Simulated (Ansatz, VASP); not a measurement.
## ReS in VASP and in Ansatz

```
Re S
1.0
     0.00000    2.46294    2.46294
     2.46294    0.00000    2.46294
     2.46294    2.46294    0.00000
Re S
1 1
Direct
  0.00000 0.00000 0.00000
  0.50000 0.50000 0.50000
```

Alike in both runs: functional PBE; k mesh 8 × 8 × 8; occupations gaussian, width 0.1 eV; no spin polarisation.

Ansatz relaxed the structure, and its values are those at the end. VASP's run is a single point on that final structure, the one shown.

|  | VASP | Ansatz |
| --- | --- | --- |
| version | VASP 6.6.1 | Ansatz 0.2.0 |
| potentials or method | VASP PAW PBE potentials, release 64 (Re, S) | scalar-relativistic, plane waves, PAW |
| plane-wave cutoff (eV) | 520 | 420 |
| valence electrons in the cell | 13 | 21 |

```csv
,VASP,Ansatz,Ansatz less VASP
gap on the k mesh at the Fermi level (eV),none,none,-
pressure (GPa),0.8,-0.3,-1.12
```

A gap of «none» marks a metal or a gap that the smearing closes. The two sets of potentials don't hold the same shells in valence.

Spin-orbit coupling is left out, which matters for the levels of Re.
